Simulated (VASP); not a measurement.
Given:

```
PbS
1.0
    0.00000     3.00248     3.00248
    3.00248     0.00000     3.00248
    3.00248     3.00248     0.00000
Pb S
1 1
Direct
  0.00000   0.00000   0.00000
  0.50000   0.50000   0.50000
```

These are PBE GGA, VASP's PBE PAW potentials (set 64) (plane waves; VASP) values and carry that method's errors. Settings: 520 eV cut-off, 6×6×6 Γ-centred mesh, Gaussian smearing of 0.050 eV, potentials Pb_d S.

Unless said otherwise, spin-orbit coupling is left out, though it shifts the bands of the heavy elements here.

**Question.** What does the run give for the energy per atom (σ→0), band gap (on the k-mesh) with the smallest direct gap where there is one?

**Answer.** 
```
Item                                          Value
-----------------------------------  --------------
band gap (on the k-mesh)                    0.49 eV
smallest direct gap (on the k-mesh)         0.49 eV
energy per atom (σ→0)                -4.386 eV/atom
```

The compound is PbS in the rock salt structure. It was relaxed first.
